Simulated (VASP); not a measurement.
# LaAl (relaxed from the NiAs type structure, space group P6_3/mmc): computed properties

Level of theory: PBE GGA, VASP's PBE PAW potentials (set 64) (plane waves; VASP).

- space group = P6_3/mmc (194)
- cell = a = 3.538 Å, b = 3.538 Å, c = 10.432 Å, α = 90.00°, β = 90.00°, γ = 120.00°
- volume per atom = 28.26 Å³/atom
- band gap (over mesh and band path) = none (metal, semimetal or under 0.01 eV)
- density = 4.87 g/cm³

```cif
data_Al2La2
_chemical_formula_sum 'La2 Al2'
_space_group_name_H-M_alt 'P63/mmc'
_space_group_IT_number 194
_space_group_name_Hall '-P 6c 2c'
_cell_length_a 3.53755
_cell_length_b 3.53755
_cell_length_c 10.43151
_cell_angle_alpha 90.000
_cell_angle_beta 90.000
_cell_angle_gamma 120.000
loop_
_atom_site_label
_atom_site_type_symbol
_atom_site_symmetry_multiplicity
_atom_site_Wyckoff_symbol
_atom_site_fract_x
_atom_site_fract_y
_atom_site_fract_z
_atom_site_occupancy
La1 La 2 a 0.00000 0.00000 0.00000 1
Al1 Al 2 c 0.33333 0.66667 0.25000 1
```

The structure was generated: LaAl was put into the NiAs type type (P6_3/mmc), which need not be its known phase. It was relaxed first, which changed the volume by -34 %. Symmetry was kept, so distortions that lower it aren't found.
